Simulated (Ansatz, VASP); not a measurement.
# Cross-check of ZnGa39O60 (partly crystallised Ga2O3) between VASP and Ansatz, part 3 of 3

Wanted: the spread between two codes on one cell, functional and k mesh. Of the first pair: The structure shown is the start of the Ansatz relaxation below; VASP solves that cell, so the two are compared at the walk's first step.

VASP 6.6.1 and Ansatz 0.2.0.

So far. Step 3 (VASP: single point, LDA, start cell, pair 1): The run ends at a pressure of -1.61 GPa, with forces up to 1.7 eV/Å.

**6. VASP: single point, LDA, relaxed cell, pair 2**

Level of this step: LDA, spin-polarised from a ferromagnetic start; plane waves and PAW (Ga_d, Zn, O) (VASP).

The same cell, functional (in two slightly different forms), mesh and smearing now go to VASP, with its own data sets.

INCAR

```
SYSTEM = ZnGa39O60
PREC = Accurate
ENCUT = 520
EDIFF = 1E-06
NELM = 200
ISMEAR = -1
SIGMA = 0.025
LREAL = Auto
ALGO = Normal
GGA = PW92
NBANDS = 512
ISPIN = 2
MAGMOM = 0 0 -0 -0 -0 -0 -0 -0 -0 0 0 -0 0 0 -0 -0 0 -0 -0 -0 0 0 -0 -0 -0 0 -0 0 -0 -0 0 -0 -0 0 -0 -0 0 0 -0 0 -0 0 -0 -0 0 0 0 0.04 -0 0 -0 0 0 0 -0 0.04 0 0 0 0 0 0 -0 0 0 0 0 0.01 0 0 0 -0 -0 -0 0 0 0 -0 0 0 0 -0 0 0 -0 0 -0 -0 0.45 0 0.33 -0 0 0 0 0 0.01 0 0.01 0
LORBIT = 11
LWAVE = .FALSE.
LCHARG = .FALSE.
ISIF = 2
LASPH = .TRUE.
GGA_COMPAT = .FALSE.
NCORE = 2
```

POSCAR

```
ZnGa39O60
1.0
   10.0712400000      0.0000000000      0.0000000000
    0.0000000000     10.0712400000      0.0000000000
    0.0000000000      0.0000000000     10.0712400000
Ga Zn O
39 1 60
Direct
    0.6418800000      0.8992100000      0.7011200000
    0.4035900000      0.2370400000      0.0281600000
[... 1 atom line left out ...]
    0.3955000000      0.6895400000      0.6395100000
[... 4 atom lines left out ...]
    0.4616400000      0.0310900000      0.8633800000
[... 2 atom lines left out ...]
    0.6433700000      0.3551900000      0.9339800000
[... 1 atom line left out ...]
    0.3870500000      0.7312600000      0.3125000000
[... 6 atom lines left out ...]
    0.1176000000      0.6246700000      0.2076700000
    0.6352300000      0.5527500000      0.7319300000
    0.6716900000      0.6083300000      0.2317100000
    0.2001100000      0.9512000000      0.9787000000
[... 7 atom lines left out ...]
    0.6541800000      0.8266700000      0.0318000000
    0.3820800000      0.4373000000      0.8108600000
    0.1482200000      0.6715100000      0.8762100000
[... 1 atom line left out ...]
    0.3855800000      0.4305300000      0.2063600000
[... 1 atom line left out ...]
    0.1446000000      0.3406300000      0.9567500000
[... 1 atom line left out ...]
    0.4087000000      0.6620600000      0.9996900000
[... 1 atom line left out ...]
    0.4754100000      0.4165600000      0.0019200000
[... 1 atom line left out ...]
    0.5703900000      0.7428000000      0.3345300000
    0.8026500000      0.5334900000      0.1301800000
    0.5750400000      0.6717200000      0.0799700000
    0.2275200000      0.5049800000      0.8991600000
[... 1 atom line left out ...]
    0.5495500000      0.4646300000      0.2929400000
[... 4 atom lines left out ...]
    0.7559000000      0.4967200000      0.8641400000
[... 1 atom line left out ...]
    0.3384000000      0.4414700000      0.6264400000
[... 1 atom line left out ...]
    0.4879000000      0.8453200000      0.6120300000
[... 1 atom line left out ...]
    0.3109100000      0.6029200000      0.1901100000
[... 1 atom line left out ...]
    0.0815700000      0.9426000000      0.1200600000
[... 4 atom lines left out ...]
    0.3180900000      0.8776300000      0.2417100000
    0.2171600000      0.7227200000      0.6947700000
[... 2 atom lines left out ...]
    0.0513900000      0.8827200000      0.8502800000
    0.3502600000      0.0551900000      0.0331300000
[... 1 atom line left out ...]
    0.2857200000      0.0002100000      0.7977800000
[... 1 atom line left out ...]
    0.2725300000      0.7798500000      0.9571800000
    0.7791400000      0.8306500000      0.1857600000
    0.5723600000      0.8864200000      0.8746000000
    0.4665100000      0.6093500000      0.8003500000
    0.2471400000      0.3274700000      0.1167700000
    0.0373200000      0.6806700000      0.0526600000
    0.4778200000      0.2300600000      0.2057100000
[... 2 atom lines left out ...]
    0.5801100000      0.3653400000      0.7513500000
    0.7283700000      0.7115000000      0.6819600000
    0.5760500000      0.9691700000      0.1350600000
[... 5 atom lines left out ...]
    0.9787500000      0.6127100000      0.8039200000
    0.8182200000      0.7689200000      0.9413900000
[... 2 atom lines left out ...]
    0.3040200000      0.3872000000      0.3774500000
[... 1 atom line left out ...]
    0.3169600000      0.2692500000      0.8585600000
    0.9733800000      0.4094000000      0.9675900000
```

KPOINTS

```
Automatic mesh
0
Gamma
1 1 1
0 0 0
```

PAW data sets: Ga_d, Zn and O (LDA family, release 64).

Started as:

```console
$ mpirun -np 8 vasp_gam
```

Numbers of over 12 decimals in the logs are rounded to 6 here.

Output:

```text
[banner, memory and clock lines left out]
running    8 mpi-ranks, on    1 nodes
[...]
[... a notice as in an earlier step ...]

 LDA part: xc-table for (Slater(with rela. corr.)+PW92), standard interpolation
 POSCAR, INCAR and KPOINTS ok, starting setup
[...]
entering main loop
       N       E                     dE             d eps       ncg     rms          rms(c)
DAV:   1     0.260922245946E+05    0.26092E+05   -0.30247E+05  2048   0.368E+03
DAV:   2     0.602036106736E+04   -0.20072E+05   -0.19082E+05  2048   0.107E+03
DAV:   3     0.200874422666E+03   -0.58195E+04   -0.54825E+04  2512   0.398E+02
DAV:   4    -0.653915001125E+03   -0.85479E+03   -0.83172E+03  2192   0.159E+02
[...]
DAV:  21    -0.667955732888E+03   -0.24672E-05   -0.33448E-05  3056   0.221E-02    0.304E-03
DAV:  22    -0.667955734065E+03   -0.11772E-05   -0.13134E-05  1808   0.109E-02    0.295E-03
DAV:  23    -0.667955734051E+03    0.14159E-07   -0.90591E-07  1208   0.455E-03
   1 F= -.66795573E+03 E0= -.66795572E+03  d E =-.347917E-04  mag=     1.0000
```

OUTCAR, selected parts (step 6):

```text
  Total      -27.0246894      7.2447321     -5.2925105      6.8360543     -5.1763550     11.4758565
[...]
10.03398      2.20943      1.91646         0.033601     -0.049715     -0.104717
      5.61321      0.76451      6.87322        -0.028037      0.013010      0.010329
      3.06186      3.89958      3.80139        -0.050401     -0.015604      0.001454
      2.38527      1.07410      2.94977         0.032741      0.009457      0.026376
      3.19218      2.71168      8.64676         0.000469     -0.051401     -0.004199
      9.80314      4.12317      9.74483        -0.045663      0.019279     -0.000899
 -----------------------------------------------------------------------------------
    total drift:                               -0.045848      0.008418      0.000286

  FREE ENERGIE OF THE ION-ELECTRON SYSTEM (eV)
  ---------------------------------------------------
  free  energy   TOTEN  =      -667.9557340512 eV

  energy  without entropy=     -667.9556992594  energy(sigma->0) =     -667.95571666

 magnetization (x)
# of ion       s       p       d       tot
------------------------------------------
    1       -0.000   0.000   0.000   0.000
    2       -0.000  -0.000   0.000  -0.000
    3       -0.000  -0.000   0.000  -0.000
    4       -0.000  -0.001  -0.000  -0.001
    5       -0.006  -0.008  -0.000  -0.014
    6       -0.000  -0.001  -0.000  -0.002
    7       -0.000  -0.000  -0.000  -0.000
    8       -0.000  -0.001  -0.000  -0.001
    9       -0.000  -0.000  -0.000  -0.000
   10       -0.000   0.000   0.000   0.000
   11       -0.000   0.000   0.000   0.000
   12       -0.000  -0.000   0.000  -0.000
   13       -0.000  -0.000   0.000  -0.000
[...]
--------------------------------------------------
tot         -0.005   0.829   0.008   0.831

[... 1 part as in an earlier step ...]

[... 1 further part left out ...]
[key lines of the parts left out:]
E-fermi :   4.2159
```

The run ends at a pressure of -1.31 GPa, with forces up to 0.12 eV/Å.

**7. Differences**

What differs besides the data sets and the points named for the pairs above, as far as they apply: site moments are counted in spheres of each program's own size. Total energies have different zeros and are not compared.

Compared:

```csv
quantity,Ansatz,VASP,difference
total moment (μB),1.00,1.00,0.00
moment on O89 (μB),0.45,0.43,+0.02
moment on O91 (μB),0.33,0.32,+0.01
```

Forces on 7 of the 100 atoms, those with the largest forces and the largest differences (eV/Å; atoms numbered as in POSCAR):

```
atom         Ansatz x, y, z            VASP x, y, z
 O46  -0.006, -0.002, 0.015   -0.016, -0.086, 0.048
 O66   0.003, 0.002, -0.002     0.041, 0.085, 0.026
 O77    0.004, 0.002, 0.007   -0.023, -0.035, 0.090
 O79   -0.006, 0.001, 0.014    -0.014, 0.062, 0.074
 O90  -0.003, 0.002, -0.002  -0.099, -0.022, -0.025
 O91   0.003, -0.009, 0.001  -0.020, -0.028, -0.084
 O95   -0.001, 0.002, 0.004   0.034, -0.050, -0.105
```

The forces differ by 33 meV/Å r.m.s., where the r.m.s. force is 0.006 eV/Å in Ansatz and 0.034 eV/Å in VASP: the atoms lie near their places of rest in Ansatz, so a percentage would say little (all taken over all components).

**8. Results**

```yaml
r_m_s_force_difference_single_point_lda_start_cell_pair_1: 15 % of the r.m.s. force
r_m_s_force_difference_single_point_lda_relaxed_cell_pair_2: 33 meV/Å
```

What this shows: The r.m.s. force difference is 15 % of the r.m.s. force (single point, LDA, start cell, pair 1), beyond the 3 % picked in this series as the mark of a large difference. What causes the difference of the single point, LDA, start cell, pair 1 pair stays open here. What causes the difference of the single point, LDA, relaxed cell, pair 2 pair stays open here. How closely two codes agree says nothing of how well the functional describes the real material.

[Lines on the potential files, build, host, timing and source positions are cut from VASP's logs without a mark.]

[Logs are printed without paths, hosts, clocks, repeated set-up lines and the standing remarks that a program may print on its own settings, such as how far it seeks lower states.]

[Hosts, paths, dates, database ids (printed as entryN), source tags and the programs' standing remarks are cut or masked in the printed files.]
